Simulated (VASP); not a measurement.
Set up this calculation in VASP 6.6.1, as the native input.

```yaml
Task: single point
Functional: PBE
Potentials_or_basis: VASP PAW PBE potentials, release 64 (Be, F, Rh_pv, Rb_sv)
Cutoff: 520 eV
k_mesh: 4 × 4 × 4
Occupations: fermi-dirac, width 0.0876 eV
Spin: no spin polarisation
Dipole_correction: no
Further_INCAR_settings: ALGO = Normal; EDIFF = 1e-06; NBANDS = 50
```

The structure of Rb2BeRhF6 lies in POSCAR:

```
Rb2BeRhF6
1.0
    0.0000000000      4.1833690000      4.1833690000
    4.1833690000      0.0000000000      4.1833690000
    4.1833690000      4.1833690000      0.0000000000
Be F Rh Rb
1 6 1 2
Direct
    0.5000000000      0.5000000000      0.5000000000
    0.7760000000      0.2240000000      0.2240000000
    0.2240000000      0.7760000000      0.2240000000
    0.2240000000      0.7760000000      0.7760000000
    0.7760000000      0.2240000000      0.7760000000
    0.2240000000      0.2240000000      0.7760000000
    0.7760000000      0.7760000000      0.2240000000
    0.0000000000      0.0000000000      0.0000000000
    0.2500000000      0.2500000000      0.2500000000
    0.7500000000      0.7500000000      0.7500000000
```

The cell was built by a generator and needn't be a form met in nature.

The input as run:

INCAR

```
PREC     = Accurate       # precision mode
ENCUT    = 520            # plane-wave cutoff, eV
EDIFF    = 1E-6           # SCF threshold, eV
ISMEAR   = -1             # smearing method
SIGMA    = 0.0876         # smearing width, eV
LREAL    = F              # projectors in reciprocal space
LASPH    = T              # aspherical terms in the spheres
NELM     = 100            # most SCF steps
ALGO     = Normal         # electronic algorithm
ISIF     = 2              # what is computed and relaxed
LWAVE    = F              # write WAVECAR
LCHARG   = F              # write CHGCAR
GGA      = PE             # functional
NBANDS   = 50             # bands
```

KPOINTS

```
Automatic mesh
0
Gamma
  4 4 4
```

Potentials or basis: VASP PAW PBE potentials, release 64 (Be, F, Rh_pv, Rb_sv).

Command:

```console
$ cat potpaw_PBE.64/Be/POTCAR potpaw_PBE.64/F/POTCAR potpaw_PBE.64/Rh_pv/POTCAR potpaw_PBE.64/Rb_sv/POTCAR > POTCAR
$ mpirun -np 1 vasp_std > vasp.out
```

Results of the run:

The pressure is 13.6 GPa and the largest force is 4.237 eV/Å. The band gap on the k mesh is none (metal or under the smearing width).

Caveat: an odd number of electrons without spin polarisation forces a metal; a magnetic or distorted state may lie lower.

Wall time 36 s on 1 thread of Intel(R) Xeon(R) 6975P-C (Granite Rapids), on a shared host, peak memory 0.34 GiB.
